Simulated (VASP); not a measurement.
These are r2SCAN meta-GGA, VASP's PBE PAW potentials (set 64) (plane waves; VASP 6.6.1) values and carry that method's errors.

The input files of a VASP run:

File POSCAR:
```
Al3Sc
1.0
  4.0713320499   0.0000000000   0.0000000000
  0.0000000000   4.0713320499   0.0000000000
  0.0000000000   0.0000000000   4.0713320499
Sc Al
1 3
direct
  0.0000000000   0.0000000000   0.0000000000
  0.0000000000   0.5000000000   0.5000000000
  0.5000000000   0.0000000000   0.5000000000
  0.5000000000   0.5000000000   0.0000000000
```

### KPOINTS
```
Automatic mesh
0
G
7 7 7
0 0 0
```

INCAR:
```
SYSTEM = Al3Sc
PREC = Accurate; ENCUT = 480; LREAL = .False.
LASPH = .True.
EDIFF = 1E-6; NELM = 100; ALGO = Normal
LMAXMIX = 4; LMIXTAU = .True.
ISMEAR = 1; SIGMA = 0.1
METAGGA = R2SCAN
IBRION = 2; NSW = 60; ISIF = 3
EDIFFG = -0.02
LWAVE = .False.; LCHARG = .False.
```

POTCAR, in this order: Sc_sv Al (PBE.64 set). Program: vasp_std.

The run wrote:

**OSZICAR**
```
       N       E                     dE             d eps       ncg     rms          rms(c)
DAV:   1     0.101800461562E+03    0.10180E+03   -0.82974E+03   560   0.125E+03
DAV:   2    -0.282239315435E+02   -0.13002E+03   -0.12838E+03   560   0.374E+02
DAV:   3    -0.370414174705E+02   -0.88175E+01   -0.81611E+01   888   0.751E+01
DAV:   4    -0.372064195605E+02   -0.16500E+00   -0.15081E+00   804   0.110E+01
DAV:   5    -0.372128988238E+02   -0.64793E-02   -0.62704E-02   788   0.158E+00    0.122E+01
DAV:   6    -0.335853813235E+02    0.36275E+01   -0.56798E+00   780   0.383E+01    0.449E+00
DAV:   7    -0.332411423970E+02    0.34424E+00   -0.54576E-01   650   0.778E+00    0.216E+00
DAV:   8    -0.334468141876E+02   -0.20567E+00   -0.67291E-01   764   0.772E+00    0.799E-01
DAV:   9    -0.334404717165E+02    0.63425E-02   -0.11666E-01   772   0.447E+00    0.372E-01
DAV:  10    -0.335076807983E+02   -0.67209E-01   -0.13633E-01   778   0.459E+00    0.257E-01
DAV:  11    -0.335046866333E+02    0.29942E-02   -0.11306E-02   882   0.160E+00    0.167E-01
DAV:  12    -0.335077740091E+02   -0.30874E-02   -0.44075E-03   714   0.795E-01    0.291E-02
DAV:  13    -0.335077479738E+02    0.26035E-04   -0.57811E-04   754   0.286E-01    0.217E-02
DAV:  14    -0.335078589592E+02   -0.11099E-03   -0.14802E-04   778   0.147E-01    0.886E-03
DAV:  15    -0.335079209838E+02   -0.62025E-04   -0.70183E-05   638   0.109E-01    0.733E-03
DAV:  16    -0.335079206298E+02    0.35396E-06   -0.10710E-05   708   0.447E-02    0.249E-03
DAV:  17    -0.335079257110E+02   -0.50812E-05   -0.47605E-06   644   0.285E-02    0.132E-03
DAV:  18    -0.335079258377E+02   -0.12666E-06   -0.10796E-07   340   0.430E-03
   1 F= -.33507926E+02 E0= -.33507519E+02  d E =-.335079E+02
       N       E                     dE             d eps       ncg     rms          rms(c)
DAV:   1    -0.335369354229E+02   -0.29010E-01   -0.79284E-01   674   0.143E+01    0.136E+00
DAV:   2    -0.335110862182E+02    0.25849E-01   -0.15617E-01   798   0.575E+00    0.270E-01
DAV:   3    -0.335100266293E+02    0.10596E-02   -0.35226E-03   662   0.497E-01    0.151E-01
DAV:   4    -0.335094252564E+02    0.60137E-03   -0.20275E-03   718   0.326E-01    0.565E-02
DAV:   5    -0.335093260260E+02    0.99230E-04   -0.11409E-03   844   0.322E-01    0.374E-02
DAV:   6    -0.335095243039E+02   -0.19828E-03   -0.31000E-04   766   0.136E-01    0.232E-02
DAV:   7    -0.335095214283E+02    0.28756E-05   -0.19703E-05   798   0.621E-02    0.137E-02
DAV:   8    -0.335094865860E+02    0.34842E-04   -0.74652E-05   644   0.129E-01    0.206E-02
DAV:   9    -0.335095282485E+02   -0.41663E-04   -0.82932E-05   668   0.127E-01    0.293E-03
DAV:  10    -0.335095278984E+02    0.35009E-06   -0.17554E-06   544   0.172E-02
   2 F= -.33509528E+02 E0= -.33509129E+02  d E =-.160206E-02
       N       E                     dE             d eps       ncg     rms          rms(c)
DAV:   1    -0.335128743223E+02   -0.33461E-02   -0.84823E-02   668   0.470E+00    0.439E-01
DAV:   2    -0.335101536772E+02    0.27206E-02   -0.14766E-02   772   0.179E+00    0.903E-02
DAV:   3    -0.335100542397E+02    0.99437E-04   -0.29789E-04   602   0.147E-01    0.488E-02
DAV:   4    -0.335099988296E+02    0.55410E-04   -0.21349E-04   740   0.110E-01    0.188E-02
DAV:   5    -0.335100000561E+02   -0.12264E-05   -0.99009E-05   832   0.909E-02    0.121E-02
DAV:   6    -0.335100163455E+02   -0.16289E-04   -0.22075E-05   718   0.381E-02    0.685E-03
DAV:   7    -0.335100155167E+02    0.82876E-06   -0.34691E-06   602   0.271E-02
   3 F= -.33510016E+02 E0= -.33509616E+02  d E =-.208968E-02
```

File OUTCAR:
```
------------------------ aborting loop because EDIFF is reached ----------------------------------------
  FORCE on cell =-STRESS in cart. coord.  units (eV):
  Direction    XX          YY          ZZ          XY          YZ          ZX
  --------------------------------------------------------------------------------------
  Total        0.0044264      0.0044264      0.0044264      0.0000000     -0.0000000     -0.0000000
  in kB        0.1040308      0.1040308      0.1040308      0.0000000     -0.0000000     -0.0000000
  external PRESSURE =       0.1040308 kB  Pullay stress =       0.0000000 kB
  volume of cell :       68.17
      direct lattice vectors                 reciprocal lattice vectors
     4.085074790  0.000000000 -0.000000000     0.244793560 -0.000000000  0.000000000
     0.000000000  4.085074790  0.000000000    -0.000000000  0.244793560  0.000000000
    -0.000000000 -0.000000000  4.085074790     0.000000000 -0.000000000  0.244793560
 POSITION                                       TOTAL-FORCE (eV/Angst)
 -----------------------------------------------------------------------------------
      0.00000      0.00000      0.00000        -0.000000     -0.000000      0.000000
     -0.00000      2.04254      2.04254         0.000000      0.000000      0.000000
      2.04254      0.00000      2.04254         0.000000      0.000000      0.000000
      2.04254      2.04254      0.00000         0.000000      0.000000      0.000000
 -----------------------------------------------------------------------------------
    total drift:                                0.000000     -0.000000      0.000000
  FREE ENERGIE OF THE ION-ELECTRON SYSTEM (eV)
  ---------------------------------------------------
  free  energy   TOTEN  =       -33.5100155167 eV

  energy  without entropy=      -33.5088168277  energy(sigma->0) =      -33.50961595

 reached required accuracy - stopping structural energy minimisation
```
(Selected blocks of OUTCAR.)

**CONTCAR**
```
Al3Sc
   1.00000000000000
     4.0850747898495943    0.0000000000000000   -0.0000000000000000
     0.0000000000000000    4.0850747898495943    0.0000000000000000
    -0.0000000000000000   -0.0000000000000000    4.0850747898495943
  Sc              Al
     1     3
Direct
     0.0000000000000000    0.0000000000000000    0.0000000000000000
     0.0000000000000000    0.5000000000000000    0.5000000000000000
     0.5000000000000000    0.0000000000000000    0.5000000000000000
     0.5000000000000000    0.5000000000000000    0.0000000000000000
```

The compound is Al3Sc in the L1_2 structure. This run relaxes it. Symmetry was kept, so distortions that lower it aren't found. The start is the result of an earlier pass.
